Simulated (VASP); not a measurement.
An input for Ansatz (written as the equivalent of a VASP run, and not itself run):

Ansatz 0.2 input:
```yaml
crystal:
  lattice:
    - [0.0000000, 3.0855000, 3.0855000]
    - [3.0855000, 0.0000000, 3.0855000]
    - [3.0855000, 3.0855000, 0.0000000]
  atoms:
    - { symbol: Cd, position: [0.0000000, 0.0000000, 0.0000000] }
    - { symbol: Se, position: [0.2500000, 0.2500000, 0.2500000] }
kpoints:
  mp_grid: { grid: [7, 7, 7] }
hamiltonian:
  xc: pbe
  pseudopotentials: { kind: paw }
scf:
  occupations: { method: gaussian, width: 0.05 }
  max_iter: 100
output: { forces: true, stress: true, eigenvalues: true }
```

### Question
Write the VASP files for the same calculation (PBE).

### Answer
One answer among several that fit: 
**INCAR**
```
ALGO=Normal
EDIFF=1E-6
ENCUT=400
GGA=PE
ISIF=2
ISMEAR=0
LASPH=.TRUE.
LCHARG=.FALSE.
LMAXMIX=4
LREAL=.FALSE.
LWAVE=.FALSE.
NBANDS=11
NELM=100
PREC=Accurate
SIGMA=0.05
SYSTEM=CdSe
```

File KPOINTS:
```
Automatic mesh
0
Gamma
7 7 7
0 0 0
```

POSCAR:
```
CdSe
1
    0.0000000000     3.0855000000     3.0855000000
    3.0855000000     0.0000000000     3.0855000000
    3.0855000000     3.0855000000     0.0000000000
Cd Se
1 1
Direct
  0.0000000000   0.0000000000   0.0000000000
  0.2500000000   0.2500000000   0.2500000000
```

POTCAR, in this order: Cd Se (PBE.64 set). Program: vasp_std.

The two are equivalent in intent, not identical: each code has its own PAW files, so the cut-off isn't converted (ENCUT is set for VASP's; basis.ecutwfc is left out, and Ansatz then takes the one that its files recommend); Ansatz stops its SCF on the density residual and VASP on the energy change (EDIFF); the number of bands isn't carried over, since the valence differs with the files.

The compound is CdSe in the zinc blende structure, whereas wurtzite is the usual form. The cell was not relaxed at this level. The run is one of a series of settings (NBANDS = 11 against the base run), some of them coarse on purpose.
